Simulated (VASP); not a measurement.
An input for Quantum ESPRESSO's pw.x (written as the equivalent of a VASP run, and not itself run):

```
&CONTROL
  calculation = 'scf'
  pseudo_dir = './pseudo'
  outdir = './out'
  tprnfor = .true.
  tstress = .true.
/
&SYSTEM
  ibrav = 0
  nat = 3
  ntyp = 2
  ecutwfc = 58
  occupations = 'tetrahedra'
  input_dft = 'pw91'
/
&ELECTRONS
  conv_thr = 7.3e-09
  electron_maxstep = 100
/
ATOMIC_SPECIES
  Hf 178.490 Hf.upf
  S 32.060 S.upf
CELL_PARAMETERS angstrom
     1.8258624   -3.1624862    0.0000000
     1.8258624    3.1624862    0.0000000
     0.0000000    0.0000000    6.9212570
ATOMIC_POSITIONS crystal
  Hf   0.0000000  0.0000000  0.0000000
  S    0.3333330  0.6666670  0.2079919
  S    0.6666670  0.3333330  0.7920081
K_POINTS automatic
  8 8 4 0 0 0
```

**Question.** Write the VASP files for the same calculation (PW91).

**Answer.** This is not unique; one that fits is 
**KPOINTS**
```
Automatic mesh
0
Gamma
8 8 4
0 0 0
```

INCAR:
```
SYSTEM = HfS2
PREC = Accurate
ENCUT = 520
EDIFF = 1E-7
NELM = 100
ALGO = Normal
LREAL = .FALSE.
LASPH = .TRUE.
ISMEAR = -5
GGA = 91
LMAXMIX = 6
LWAVE = .FALSE.
LCHARG = .TRUE.
LORBIT = 11
NEDOS = 601
ISIF = 2
LEFG = .TRUE.
```

POSCAR:
```
HfS2
1
    1.8258623598    -3.1624861556     0.0000000000
    1.8258623598     3.1624861556     0.0000000000
    0.0000000000     0.0000000000     6.9212570255
Hf S
1 2
Direct
  0.0000000000   0.0000000000   0.0000000000
  0.3333330000   0.6666670000   0.2079918505
  0.6666670000   0.3333330000   0.7920081495
```

POTCAR, in this order: Hf_pv S (PBE.64 set). Program: vasp_std.

The two are equivalent in intent, not identical: the potentials are each code's own (VASP's PAW set, PseudoDojo norm-conserving files in pw.x), so ENCUT and ecutwfc are chosen apart and not converted; conv_thr bounds pw.x's estimated SCF error, while EDIFF bounds the energy change between steps; the field gradients of LEFG aren't asked of the other code.

The compound is HfS2 in the 1T layered structure. It was relaxed first, which changed the volume by +20 %.
